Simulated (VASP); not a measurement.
Write the native input for VASP 6.6.1 that does the following.

| Item | Value |
| --- | --- |
| Task | relaxation of cell and atoms |
| Functional | PBEsol |
| Potentials or basis | VASP PAW PBE potentials, release 64 (Mg, Bi_d, Sb) |
| Cutoff | 600 eV |
| k mesh | 6 × 6 × 6 |
| Occupations | gaussian, width 0.03 eV |
| Spin | no spin polarisation |
| Further INCAR settings | ALGO = Normal; EDIFF = 1e-06; IBRION = 2; EDIFFG = -0.01; NSW = 90; ISIF = 3 |

The structure of Mg9Bi2Sb4 lies in POSCAR:

```
Mg9Bi2Sb4
1.0
    0.0000000000      0.0000000000      7.2860049400
    6.9128536700      3.9911379200      0.0000000000
   -6.9128536700      3.9911379200      0.0000000000
Mg Bi Sb
9 2 4
Direct
    0.6300000000      0.3333333300      0.3333333300
    0.6300000000      0.6666666700      0.0000000000
    0.6300000000      0.0000000000      0.6666666700
    0.3700000000      0.3333333300      0.0000000000
    0.3700000000      0.6666666700      0.6666666700
    0.3700000000      0.0000000000      0.3333333300
    0.0000000000      0.0000000000      0.0000000000
    0.0000000000      0.3333333300      0.6666666700
    0.0000000000      0.6666666700      0.3333333300
    0.2350000000      0.3333333300      0.3333333300
    0.7650000000      0.3333333300      0.0000000000
    0.2350000000      0.6666666700      0.0000000000
    0.2350000000      0.0000000000      0.6666666700
    0.7650000000      0.6666666700      0.6666666700
    0.7650000000      0.0000000000      0.3333333300
```

The cell was built by a generator and needn't be a form met in nature.

These files were run (other wordings do the same):

INCAR

```
SYSTEM = Mg9Bi2Sb4
ALGO = Normal
EDIFF = 1E-6
EDIFFG = -0.01
ENCUT = 600
GGA = PS
IBRION = 2
ISIF = 3
ISMEAR = 0
LASPH = .TRUE.
LCHARG = .FALSE.
LREAL = .FALSE.
LUSENCCL = .FALSE.
LWAVE = .FALSE.
NELM = 80
NSW = 90
PREC = Accurate
SIGMA = 0.03
```

KPOINTS

```
k-points
0
G
  6 6 6
  0 0 0
```

Potentials or basis: VASP PAW PBE potentials, release 64 (Mg, Bi_d, Sb).

The run is started by

```sh
$ cat potpaw_PBE.64/Mg/POTCAR potpaw_PBE.64/Bi_d/POTCAR potpaw_PBE.64/Sb/POTCAR > POTCAR
$ mpirun -np 1 vasp_std > vasp.out
```

Results of the run:

The relaxed volume is 26.37 Å³/atom and the relaxed cell is a = 7.241 Å, b = 7.944 Å, c = 7.940 Å, α = 119.98°, β = 90.01°, γ = 90.00°. The space group after relaxing (to 0.05 Å) is C2/m (No. 12), the energy gained by relaxing is 13.2 meV/atom and the ionic steps are 17. The pressure after relaxing is 0.0 GPa and the largest force after relaxing is 0.006 eV/Å. The band gap on the k mesh is 0.08 eV, indirect (least direct gap 0.19 eV).

Caveat: the PAW data sets were made with another functional, which shifts forces and pressure a little; spin-orbit coupling is left out, which as a rule narrows the gap of such compounds by several tenths of an eV.

Wall time 100 min on 1 × NVIDIA H100 80GB with 1 thread of AMD EPYC 7R13 Processor (Zen 3), with other jobs on the host, peak memory 2.3 GiB.
